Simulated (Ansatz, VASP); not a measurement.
This is a calculation of CuSn3 for Ansatz 0.2.0. Atoms were shifted at random by some hundredths of an Å from the given cell, which wasn't relaxed again for these runs. The cell comes from a database or a generator and needn't be the stable form of this composition.

input.yaml

```yaml
crystal:
  lattice:
    - [6.6228840908, 0.0, 0.0]
    - [-3.3114420454, 5.7355858689, 0.0]
    - [0.0, 0.0, 5.004808]
  atoms:
    - { symbol: Sn, position: [0.178525, 0.351534, 0.241975] }
    - { symbol: Sn, position: [0.179008, 0.824742, 0.249815] }
    - { symbol: Sn, position: [0.649257, 0.824372, 0.257618] }
    - { symbol: Sn, position: [0.8263, 0.657945, 0.752493] }
    - { symbol: Sn, position: [0.834588, 0.180529, 0.743332] }
    - { symbol: Sn, position: [0.341343, 0.176053, 0.752652] }
    - { symbol: Cu, position: [0.336954, 0.671425, 0.753638] }
    - { symbol: Cu, position: [0.666954, 0.3287, 0.243868] }
hamiltonian:
  xc: pbe
  pseudopotentials: { kind: paw }
kpoints:
  mp_grid: { grid: [5, 5, 6] }
scf:
  occupations: { method: fermi_dirac, width: 0.05 }
output:
  forces: true
  stress: true
  eigenvalues: true
```

Potentials or basis: Ansatz PAW.

Launch:

```bash
$ ansatz run input.yaml --threads 4 --pin off --max-ram 10240MiB --backend cpu --events-out ev --progress --plain --runs-dir out
```

What does the same run look like in VASP 6.6.1? Potentials or basis there: PBE PAW files Cu, Sn_d, 520 eV.

As run (cutoffs and basis follow the program's own potentials, and thresholds, step limits or extra output files can differ):

The input INCAR:

```
SYSTEM = CuSn3
PREC = Accurate ; ENCUT = 520
EDIFF = 1E-7 ; ISMEAR = -1
SIGMA = 0.05 ; LREAL = .FALSE.
LASPH = .TRUE. ; NELM = 80
ALGO = Normal ; ISIF = 2
LWAVE = .FALSE. ; LCHARG = .TRUE.
GGA = PE ; LELF = .TRUE.
LVHAR = .TRUE. ; NBANDS = 63
```

The input KPOINTS:

```
regular mesh
0
G
  5 5 6
  0 0 0
```

POSCAR

```
CuSn3
1.0
    6.6228840908      0.0000000000      0.0000000000
   -3.3114420454      5.7355858689      0.0000000000
    0.0000000000      0.0000000000      5.0048080000
Sn Cu
6 2
Direct
    0.1785250000      0.3515340000      0.2419750000
    0.1790080000      0.8247420000      0.2498150000
    0.6492570000      0.8243720000      0.2576180000
    0.8263000000      0.6579450000      0.7524930000
    0.8345880000      0.1805290000      0.7433320000
    0.3413430000      0.1760530000      0.7526520000
    0.3369540000      0.6714250000      0.7536380000
    0.6669540000      0.3287000000      0.2438680000
```

Potentials or basis: VASP PAW PBE potentials, release 64 (Sn_d, Cu).

Launch:

```console
$ cat potpaw_PBE.64/Sn_d/POTCAR potpaw_PBE.64/Cu/POTCAR > POTCAR
$ mpirun -np 1 vasp_std > vasp.out
```

Both were run:

|  | Ansatz | VASP |
| --- | --- | --- |
| Pressure | 0.3 GPa | 0.3 GPa |
| Largest force | 0.295 eV/Å | 0.291 eV/Å |

Ansatz's pressure holds a Pulay term of +0.04 GPa for its cutoff of 420 eV, which the other run lacks.

The potentials hold 122 and 106 valence electrons a cell.

Where Ansatz's input types no cutoff or centring, it takes its own default and a Γ-centred mesh.

The undisturbed cell isn't at this level's minimum, so the move can lower the energy.

Pressure is positive in compression.
